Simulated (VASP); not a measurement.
RbBr (rock salt): computed properties

These are PBEsol GGA, VASP's PBE PAW potentials (set 64) (plane waves; VASP) values and carry that method's errors.

- space group = Fm-3m (225)
- cell = a = 6.8456 Å, b = 6.8456 Å, c = 6.8456 Å, α = 90.00°, β = 90.00°, γ = 90.00°
- volume per atom = 40.10 Å³/atom
- band gap (over mesh and band path) = 4.22 eV
- smallest direct gap (over mesh and band path) = 4.22 eV
- band-edge character without spin-orbit coupling = direct, Γ to Γ
- band gap with spin-orbit coupling = 4.06 eV
- density = 3.42 g/cm³
- mean ε∞ (DFPT) = 2.59
- mean ε∞ (independent particles) = 2.86

```
RbBr
1.0
    0.00000     3.42281     3.42281
    3.42281     0.00000     3.42281
    3.42281     3.42281     0.00000
Rb Br
1 1
Direct
  0.00000   0.00000   0.00000
  0.50000   0.50000   0.50000
```

Measured: gap 7.20 eV (computed value off by -2.98 eV), as given by Aguado et al., (1998), arXiv:cond-mat/9809176; ε∞ 2.34 at 297 K (computed value off by +10.6 %), as given by H. H. Li, Journal of Physical and Chemical Reference Data (1976), doi:10.1063/1.555536 [long-wavelength limit of the electronic terms of a dispersion formula fitted to measured refractive indices over 0.21-50.0 um; lattice terms left out].

The compound is RbBr in the rock salt structure. It was relaxed first. Symmetry was kept, so distortions that lower it aren't found.
